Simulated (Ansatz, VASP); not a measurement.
**Two plane-wave programs on RbAu5**

```
Rb Au
1.0
     5.93649    0.00000    0.00000
    -2.96825    5.14115    0.00000
     0.00000    0.00000    4.47944
Rb Au
1 5
Direct
  0.00000 0.00000 0.00000
  0.33333 0.66667 0.00000
  0.66667 0.33333 0.00000
  0.50000 0.00000 0.50000
  0.50000 0.50000 0.50000
  0.00000 0.50000 0.50000
```

Alike in both runs: task relaxation of cell and atoms; functional LDA; k mesh 6 × 6 × 8; occupations gaussian, width 0.1 eV; no spin polarisation.

```csv
,VASP,Ansatz
version,VASP 6.6.1,Ansatz 0.2.0
potentials or method,"VASP PAW LDA potentials, release 64 (Rb_sv, Au)","scalar-relativistic, plane waves, PAW"
plane-wave cutoff (eV),600,420
valence electrons in the cell,64,104
```

VASP gave:

- gap on the k mesh at the Fermi level, each at its own relaxed structure (eV): none
- relaxed volume (Å³/atom): 20.64
- relaxed cell length with the largest relative difference (Å): 5.688
- energy change over the relaxation (meV/atom): -58

Task: What did Ansatz give for the same quantities?

Result: gap on the k mesh at the Fermi level, each at its own relaxed structure (eV): none; relaxed volume (Å³/atom): 20.55; relaxed cell length with the largest relative difference (Å): 5.679; energy change over the relaxation (meV/atom): -63.

A gap of «none» marks a metal or a gap that the smearing closes. The two sets of potentials don't hold the same shells in valence.

Spin-orbit coupling is left out, which matters for the levels of Au. Zero-point motion and thermal expansion aren't in these numbers. LDA usually gives volumes a few per cent too small.
